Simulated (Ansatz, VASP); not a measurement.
# SiC in two plane-wave programs

One calculation is typed for both programs; each brings its own data sets. How far apart do they land? The cell is taken from a series of runs on this material, whose earlier steps may have relaxed, scaled, displaced or heated it; both programs get it as it stands.

Method: plane waves, with VASP 6.6.1 beside it; zone-centre phonons at LDA, in Ansatz 0.2.0.

## Step 1: The starting structure

The structure is hexagonal, space group P6_3mc (No. 186). Conventional cell: a = 3.049 Å, b = 3.049 Å, c = 10.413 Å, α = 90.00°, β = 90.00°, γ = 120.00°. Nearest to C lie 4 Si at 1.88 to 1.94 Å. Nearest to C lie 4 Si at 1.88 to 1.93 Å. Nearest to Si lie 4 C at 1.88 to 1.94 Å. Nearest to Si lie 4 C at 1.88 to 1.93 Å. Farther neighbours are not listed.

## Step 2: Ansatz: zone-centre phonons, LDA

Ansatz runs on its PAW soft_1 files.

Second derivatives magnify differences that forces hide, and they need a tight electronic threshold.

input.yaml reads:

```yaml
crystal:
  lattice:
    - [3.0489845477, 0.0, 0.0]
    - [-1.5244922739, 2.6404980741, 0.0]
    - [0.0, 0.0, 10.4126766884]
  atoms:
    - { symbol: C, position: [0.6666666662, 0.3333333338, 0.7506620989] }
    - { symbol: C, position: [0.3333333338, 0.6666666662, 0.2506620989] }
    - { symbol: C, position: [-1.7e-09, 1.7e-09, 0.501198872] }
    - { symbol: C, position: [1.7e-09, -1.7e-09, 0.001198872] }
    - { symbol: Si, position: [0.6666666684, 0.3333333316, 0.9371269172] }
    - { symbol: Si, position: [0.3333333316, 0.6666666684, 0.4371269172] }
    - { symbol: Si, position: [-9.0e-10, 9.0e-10, 0.6870111118] }
    - { symbol: Si, position: [9.0e-10, -9.0e-10, 0.1870111118] }
kpoints:
  mp_grid: { grid: [9, 9, 4] }
hamiltonian:
  xc: lda
  pseudopotentials: { kind: paw, azcp: { folder: soft_1 }, xc_functional: pbe }
scf:
  occupations: { method: fixed }
output:
  eigenvalues: true
phonons:
  method: dfpt
  dielectric: true
  rigid_motions: translations
```

Run with:

```sh
$ ansatz run input.yaml --threads 8 --pin off --max-ram 16384MiB --backend cpu --events-out ev --progress --plain --runs-dir out
```

Numbers of over 12 decimals in the logs are rounded to 6 here.

Output:

```text
Engine: ansatz 0.2.0, aarch64-unknown-linux-gnu
Pseudopotentials: kind: paw
Pseudopotential: C, paw, valence charge 4, recommended cutoff 420 eV (normal), soft_1/C.paw.azcp
Pseudopotential: Si, paw, valence charge 4, recommended cutoff 420 eV (normal), soft_1/Si.paw.azcp
Functional definition: SPW92
  exchange = slater_x
  correlation = pw_c
Crystal: 8 atoms, lattice volume = 83.831 Å³
Basis set: ecut = 420 eV, 1619 PW (Γ), exchange–correlation on 48×48×144 points (8 copies of the dense FFT grid, shifted against one another)
Bands: 24, of which v1, the nominal top of the filled ones, is band 16 counted from 1 (15 counted from 0)
Symmetry: 12 space group operations
k-points: 95 of 324 (irreducible under 2 space group operations, time reversal used)
Non-local potential: C, projectors of the file, l = 0: 2, l = 1: 2, l = 2: 1
Non-local potential: Si, projectors of the file, l = 0: 2, l = 1: 2, l = 2: 1
PAW form: soft (Blöchl's): semilocal exchange-correlation on the pseudo side does not see the compensation charge
PAW frozen core: C, regenerated for the run's functional, and the local potential with it (the file was generated under x = pbe(κ = 0.804, μ = 0.219515), c = pbe(β = 0.066725))
PAW frozen core: Si, regenerated for the run's functional, and the local potential with it (the file was generated under x = pbe(κ = 0.804, μ = 0.219515), c = pbe(β = 0.066725))
PAW one-centre angular grid: C, 110 points (default); XC on 64 Gauss nodes
PAW one-centre angular grid: Si, 110 points (default); XC on 64 Gauss nodes
Initial density: superposition of atomic densities (chi_scale 0.1, normalization cell, long waves kept (reshape's long-wave potential 0.00 eV rms))
Initial wavefunctions: pseudopotential atomic-orbital guess
Functional: x = slater, c = lda
SCF iter   1: F=—  HF=-3414.643220 eV  |F-HF|=—  |Δ(HF+E_count)|=         —  Δρ=1.35e-1  dr2=1.88e1  ethr=3.10e-3  ⟨swp⟩=5.0  Hψ=10626  notcnv=0  defer=496
preconditioner: auto → none  [insulator: Δε(μ)=3.918 eV  Ē_g=12.583 eV  n_scr=6 (ndim 8)  ℏωp=22.9 eV  f_vac=0.000  ε∞_Penn≈4.3]
SCF iter   2: F=—  HF=-3409.078201 eV  |F-HF|=—  |Δ(HF+E_count)|=    5.57e0  Δρ=5.07e-2  dr2=1.46e0  ethr=3.10e-3  ⟨swp⟩=4.0  Hψ=6334  notcnv=0  defer=556
SCF iter   3: F=—  HF=-3408.651500 eV  |F-HF|=—  |Δ(HF+E_count)|=   4.27e-1  Δρ=1.86e-2  dr2=1.52e-1  ethr=3.10e-3  ⟨swp⟩=2.3  Hψ=4244  notcnv=0  defer=550
SCF iter   4: F=—  HF=-3408.617674 eV  |F-HF|=—  |Δ(HF+E_count)|=   3.38e-2  Δρ=1.52e-3  dr2=1.16e-3  ethr=4.76e-4  ⟨swp⟩=2.3  Hψ=2622  notcnv=0  defer=570
SCF iter   5: F=—  HF=-3408.618023 eV  |F-HF|=—  |Δ(HF+E_count)|=   3.49e-4  Δρ=3.21e-4  dr2=2.20e-4  ethr=3.63e-6  ⟨swp⟩=2.2  Hψ=3728  notcnv=0  defer=570
SCF iter   6: F=—  HF=-3408.617971 eV  |F-HF|=—  |Δ(HF+E_count)|=   5.16e-5  Δρ=1.45e-4  dr2=1.74e-5  ethr=6.88e-7  ⟨swp⟩=2.0  Hψ=3038  notcnv=0  defer=557
SCF iter   7: F=—  HF=-3408.617970 eV  |F-HF|=—  |Δ(HF+E_count)|=   1.14e-6  Δρ=5.21e-5  dr2=3.09e-6  ethr=5.44e-8  ⟨swp⟩=2.0  Hψ=3025  notcnv=0  defer=309
SCF iter   8: F=—  HF=-3408.617969 eV  |F-HF|=—  |Δ(HF+E_count)|=   1.62e-6  Δρ=1.36e-5  dr2=1.35e-7  ethr=9.65e-9  ⟨swp⟩=2.5  Hψ=3512  notcnv=0  defer=260
SCF iter   9: F=—  HF=-3408.617969 eV  |F-HF|=—  |Δ(HF+E_count)|=   1.99e-8  Δρ=2.92e-6  dr2=3.81e-9  ethr=4.21e-10  ⟨swp⟩=2.4  Hψ=3285  notcnv=0  defer=260
SCF iter  10: F=-3408.617969 eV  HF=-3408.617969 eV  |F-HF|=1.05e-11  |Δ(HF+E_count)|=  3.01e-10  Δρ=5.16e-7  dr2=7.45e-11  ethr=1.00e-12  ⟨swp⟩=14.9  Hψ=19545  notcnv=0
SCF 1 converged in 10 iterations: F = -3408.617969 eV  dr2 = 7.45e-11
  greatest PAW one-centre occupation: 0.639 electrons in one spin orbital (limit 2), on the C atom at site 1 (counted from 0), in its partial waves of l = 0
NSCF: frozen V_eff on 4 k-points
DFPT response loops at Γ: preconditioner auto → Resta (q_TF=auto, 2.324 Å⁻¹)  ε∞=5.4 (no band partly filled); β = 1.00, the filter's whole step (`scf.mixing.beta` (0.50) is not read by the response loops at its default; to damp them type it under 1.00, their step now; it binds the ground state too); Broyden in place of MSR1
── the response to a field inside a basis, on 10×10×4 k-points: an SCF that follows is theirs, and a resumed run solves both again ──
Bands: 17, of which v1, the nominal top of the filled ones, is band 16 counted from 1 (15 counted from 0)
k-points: 60 of 400 (irreducible under 4 space group operations, time reversal used)
Initial density: handed on by an earlier stage of this run
Initial wavefunctions: pseudopotential atomic-orbital guess (no wavefunctions were taken with the density)
Eigensolver: Dense (60 Hₖ)
SCF iter   1: F=—  HF=-3408.608013 eV  |F-HF|=—  |Δ(HF+E_count)|=         —  Δρ=1.34e-4  dr2=3.67e-6  ethr=1.00e-1
preconditioner: auto → none  [insulator: Δε(μ)=2.098 eV  Ē_g=9.608 eV  n_scr=6 (ndim 8)  ℏωp=22.9 eV  f_vac=0.000  ε∞_Penn≈6.7]
SCF iter   2: F=—  HF=-3408.608014 eV  |F-HF|=—  |Δ(HF+E_count)|=   5.67e-7  Δρ=6.51e-5  dr2=8.00e-7  ethr=1.15e-8
SCF iter   3: F=-3408.608014 eV  HF=-3408.608014 eV  |F-HF|=4.44e-8  |Δ(HF+E_count)|=   2.81e-7  Δρ=5.46e-6  dr2=5.29e-8  ethr=2.50e-9
SCF 1 converged in 3 iterations: F = -3408.608014 eV  dr2 = 5.29e-8
  greatest PAW one-centre occupation: 0.639 electrons in one spin orbital (limit 2), on the C atom at site 0 (counted from 0), in its partial waves of l = 0
DFPT response loops at Γ: preconditioner auto → Resta (q_TF=auto, 2.324 Å⁻¹)  ε∞=5.3 (no band partly filled); β = 1.00, the filter's whole step (`scf.mixing.beta` (0.50) is not read by the response loops at its default; to damp them type it under 1.00, their step now; it binds the ground state too); Broyden in place of MSR1
SCF converged after 10 iterations
Free energy (F): -3408.617969 eV
Harris-Foulkes:  -3408.617969 eV  (|F-HF|=1.05e-11)
Internal energy: -3408.617969 eV  (E = F + TS)
E sigma→0 (E₀):  -3408.617969 eV
Fermi energy:    9.272844 eV
--- Per-component energies (eV) ---
  E_band       = 104.138063
  E_kinetic    = 530.303398
  E_local      = -393.145363  (includes V_loc(G=0)·N_el)
  E_nonlocal   = 188.193719
  E_hartree    = 127.365144
  E_xc         = -418.477247
  E_vxc        = -433.504329  (∫ρ·V_xc dr)
  E_paw        = -2309.958634  (= ΣΔE_a)
  E_vpaw       = -42.439815  (= ΣTr[D̂ρ^β])
  E_aug_tail   = 0.000193  (compensation charges beyond the density's cutoff)
  E_ewald      = -1133.487831
  E_core_change = 0.588653  (= ΣΔE_core)
  E_smearing   = -0.000000  (= −TS)
  E_closure    = 0.000000  (closes the sum)
  Σ components = -3408.617969   (vs F -3408.617969, Δ=0.00e0)
--- Band table (eV; the first three rows and the last of 95) ---
  k-point 0: bands = [... 12 lower, 8.7692, 8.8336, 9.2728, 9.2728, 14.4983, 14.7771, 15.2091, 15.7388, ... 4 higher]
  k-point 1: bands = [... 12 lower, 8.9200, 8.9200, 9.2260, 9.2260, 14.7206, 14.9931, 15.0824, 15.8898, ... 4 higher]
  k-point 2: bands = [... 12 lower, 9.0977, 9.0977, 9.0977, 9.0977, 14.8899, 14.8899, 15.8112, 15.8112, ... 4 higher]
  k-point 94: bands = [... 12 lower, 5.9395, 5.9395, 7.6167, 7.6167, 13.2411, 13.2411, 14.1721, 14.1721, ... 4 higher]
--- Phonons (Γ-DFPT): 8 representative perturbations + reference, on 95 of 324 k-points (Σ response iterations 26) ---
  k mesh reduced under 2 symmetry operations, with k and −k counted as one. Each operation leaves every solved perturbation unchanged. A smaller set is not considered because the run solves the response to a homogeneous field
  ASR residual: 1.992e-4 → 0.000e0 eV/Å²; symmetrization residual: 1.378e-6 eV/Å²
  ASR residual per site (eV/Å²): 1.99e-4 1.99e-4 2.68e-5 2.68e-5 8.39e-5 8.39e-5 1.73e-4 1.73e-4
  Γ frequencies (cm⁻¹): 0.00 0.00 0.00 190.61 190.61 195.99 195.99 259.12 259.12 366.30 372.15 561.05 721.55 752.50 752.50 765.37 765.37 771.36 771.36 783.61 787.25 787.25 853.01 861.29
  ε∞ (high-frequency dielectric tensor):
        6.973160    -0.000000     0.000000
        0.000000     6.973160     0.000000
        0.000000    -0.000000     7.635369
  ε⁰ (static dielectric tensor: ions relaxed, cell fixed):
       10.191957    -0.000000     0.000000
        0.000000    10.191957    -0.000000
        0.000000    -0.000000    11.792086
  ε⁰ − ε∞ (ionic part):
        3.218797     0.000000     0.000000
        0.000000     3.218797    -0.000000
        0.000000    -0.000000     4.156717
  softest optical mode at Γ: 190.61 cm⁻¹; the repairs (sum rule, projections) moved no ω² at Γ by more than (2.29 cm⁻¹)²
  Born effective charges Z* (e; rows j = field, columns β = displacement):
    site 0:
        -2.69105    0.00000   -0.00000
        -0.00000   -2.69105   -0.00000
         0.00000   -0.00000   -2.75009
    site 1:
        -2.69105   -0.00000    0.00000
        -0.00000   -2.69105    0.00000
        -0.00000    0.00000   -2.75009
    site 2:
        -2.65560   -0.00000    0.00000
        -0.00000   -2.65560   -0.00000
         0.00000   -0.00000   -2.81831
    site 3:
        -2.65560    0.00000   -0.00000
        -0.00000   -2.65560    0.00000
        -0.00000    0.00000   -2.81831
    site 4:
         2.66844    0.00000    0.00000
         0.00000    2.66844   -0.00000
        -0.00000    0.00000    2.68596
    site 5:
[...]
site 6:
[...]
site 7:
[...]
Z* charge neutrality: 1.065e-2 e pre-enforcement
  solved inside a basis spanned on kpoints, on 10×10×4 k-points, its susceptibility summed on 14×14×4: ε∞ is read to err by 2.9e-2, Z* by 1.7e-2 e (field_mesh: kpoints solves on kpoints); Z* is corrected for what the basis lacks
  optical modes at Γ without the LO–TO term, one row a degenerate level:
      ω (cm⁻¹)  modes    IR ((D/Å)²/amu)
[...]
optical modes at Γ + LO–TO along q̂ = [1.0000, 0.0000, 0.0000]:
      ω (cm⁻¹)  modes    IR ((D/Å)²/amu)
[...]
optical modes at Γ + LO–TO along q̂ = [0.0000, 1.0000, 0.0000]:
      ω (cm⁻¹)  modes    IR ((D/Å)²/amu)
[...]
optical modes at Γ + LO–TO along q̂ = [0.0000, 0.0000, 1.0000]:
      ω (cm⁻¹)  modes    IR ((D/Å)²/amu)
[...]
752.50      2             0.1015
        765.37      2             0.0000
        771.36      2             0.0000
        783.35      1             0.0605
        787.25      2           156.6859
        853.01      1             0.0000
        861.29      1             0.0000
        896.91      1            85.0020
```

[end of part 1 of 3]

[Lines on the potential files, build, host, timing and source positions are cut from VASP's logs without a mark.]

[Logs are printed without paths, hosts, clocks, repeated set-up lines and the standing remarks that a program may print on its own settings, such as how far it seeks lower states.]

[Hosts, paths, dates, database ids (printed as entryN), source tags and the programs' standing remarks are cut or masked in the printed files.]
